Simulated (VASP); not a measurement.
Elastic constants (GPa) of a crystal from PBE GGA, VASP's PBE PAW potentials (set 64) (VASP):

|  | xx | yy | zz | yz | xz | xy |
|---|---|---|---|---|---|---|
| xx | 250.9 | 128.2 | 128.2 | 0.0 | 0.0 | 0.0 |
| yy | 128.2 | 250.9 | 128.2 | 0.0 | 0.0 | 0.0 |
| zz | 128.2 | 128.2 | 250.9 | 0.0 | 0.0 | 0.0 |
| yz | 0.0 | 0.0 | 0.0 | 145.5 | 0.0 | 0.0 |
| xz | 0.0 | 0.0 | 0.0 | 0.0 | 145.5 | 0.0 |
| xy | 0.0 | 0.0 | 0.0 | 0.0 | 0.0 | 145.5 |

Q: Work out the Voigt, Reuss and Hill moduli, Young's modulus and Poisson's ratio.

A: All eigenvalues are positive (smallest 122.7 GPa), so the crystal is stable. K_V = (C11+C22+C33+2(C12+C13+C23))/9 = (752.7 + 2×384.6)/9 = 169.1 GPa; G_V = (752.7 − 384.6 + 3×436.5)/15 = 111.8 GPa. From the compliances, K_R = 169.1 GPa and G_R = 94.0 GPa. Hill: K = 169.1 GPa, G = 102.9 GPa, E = 9KG/(3K+G) = 256.6 GPa, ν = (3K−2G)/(2(3K+G)) = 0.247. K/G = 1.64, below Pugh's 1.75; universal anisotropy A^U = 0.95.

Q: With a density of 5.90 g/cm³, what are the mean sound speeds?

A: v_l = √((K+4G/3)/ρ) = 7.20 km/s and v_t = √(G/ρ) = 4.17 km/s. The crystal is GaN (zinc blende), cubic.

The compound is GaN in the zinc blende structure, a metastable form; wurtzite is the usual one. It was relaxed first.
